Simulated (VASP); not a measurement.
All values below come from PBE GGA, VASP's PBE PAW potentials (set 64) (plane waves; VASP 6.6.1).

VASP input:

### KPOINTS
```
Regular mesh
0
gamma
 8 8 8
0 0 0
```

INCAR:
```
# general
SYSTEM   =  PtAl2
PREC     =  Accurate
ENCUT    =  520   # plane-wave cut-off (eV)
LREAL    =  .False.
LASPH    =  .True.

# electronic loop
EDIFF    =  1E-6   # SCF stop (eV)
NELM     =  100
ALGO     =  Normal
LMAXMIX  =  6

# smearing
ISMEAR   =  1   # Methfessel-Paxton
SIGMA    =  0.1

# functional
GGA      =  PE

# ions
ISIF     =  2   # forces and stress, cell fixed

# output
LWAVE    =  .False.
LCHARG   =  .False.
```

POSCAR:
```
PtAl2
1
    0.0000000000     2.9550000000     2.9550000000
    2.9550000000     0.0000000000     2.9550000000
    2.9550000000     2.9550000000     0.0000000000
Al Pt
2 1
Direct
  0.2500000000   0.2500000000   0.2500000000
  0.7500000000   0.7500000000   0.7500000000
  0.0000000000   0.0000000000   0.0000000000
```

POTCAR, in this order: Al_GW Pt (PBE.64 set). Program: vasp_std.

The resulting files:

OSZICAR:
```
       N       E                     dE             d eps       ncg     rms          rms(c)
DAV:   1     0.548332399167E+02    0.54833E+02   -0.67578E+03   704   0.113E+03
DAV:   2    -0.144365198622E+02   -0.69270E+02   -0.61682E+02   864   0.194E+02
DAV:   3    -0.167767860173E+02   -0.23403E+01   -0.22879E+01   876   0.349E+01
DAV:   4    -0.168141719211E+02   -0.37386E-01   -0.37321E-01   884   0.497E+00
DAV:   5    -0.168154138925E+02   -0.12420E-02   -0.12417E-02   932   0.835E-01    0.854E+00
DAV:   6    -0.163570662676E+02    0.45835E+00   -0.24872E+00   808   0.155E+01    0.200E+00
DAV:   7    -0.162767633670E+02    0.80303E-01   -0.19862E-01   792   0.461E+00    0.166E+00
DAV:   8    -0.162465052346E+02    0.30258E-01   -0.33997E-02   868   0.182E+00    0.177E-01
DAV:   9    -0.162465151566E+02   -0.99220E-05   -0.16280E-03   816   0.382E-01    0.137E-01
DAV:  10    -0.162466920442E+02   -0.17689E-03   -0.25544E-04   804   0.131E-01    0.145E-02
DAV:  11    -0.162466892873E+02    0.27569E-05   -0.25239E-05   812   0.512E-02    0.792E-03
DAV:  12    -0.162466908979E+02   -0.16106E-05   -0.47209E-06   780   0.164E-02    0.193E-03
DAV:  13    -0.162466908857E+02    0.12158E-07   -0.11049E-07   556   0.333E-03
   1 F= -.16246691E+02 E0= -.16246936E+02  d E =0.736344E-03
```

OUTCAR:
```
------------------------ aborting loop because EDIFF is reached ----------------------------------------
  FORCE on cell =-STRESS in cart. coord.  units (eV):
  Direction    XX          YY          ZZ          XY          YZ          ZX
  --------------------------------------------------------------------------------------
  Total        0.7029851      0.7029851      0.7029851     -0.0000000      0.0000000      0.0000000
  in kB       21.8249997     21.8249997     21.8249997     -0.0000000      0.0000000      0.0000000
  external PRESSURE =      21.8249997 kB  Pullay stress =       0.0000000 kB
  volume of cell :       51.61
      direct lattice vectors                 reciprocal lattice vectors
     0.000000000  2.955000000  2.955000000    -0.169204738  0.169204738  0.169204738
     2.955000000  0.000000000  2.955000000     0.169204738 -0.169204738  0.169204738
     2.955000000  2.955000000  0.000000000     0.169204738  0.169204738 -0.169204738
 POSITION                                       TOTAL-FORCE (eV/Angst)
 -----------------------------------------------------------------------------------
      1.47750      1.47750      1.47750        -0.000000     -0.000000     -0.000000
      4.43250      4.43250      4.43250         0.000000      0.000000      0.000000
      0.00000      0.00000      0.00000        -0.000000      0.000000     -0.000000
 -----------------------------------------------------------------------------------
    total drift:                                0.000000     -0.000000      0.000000
  FREE ENERGIE OF THE ION-ELECTRON SYSTEM (eV)
  ---------------------------------------------------
  free  energy   TOTEN  =       -16.2466908857 eV

  energy  without entropy=      -16.2474272293  energy(sigma->0) =      -16.24693633
```
(Selected blocks of OUTCAR.)

The compound is PtAl2 in the fluorite structure. The cell was not relaxed at this level. The run is one of a series of settings (ENCUT = 520, POTCAR Al_GW Pt (PBE.64 set) against the base run), some of them coarse on purpose.
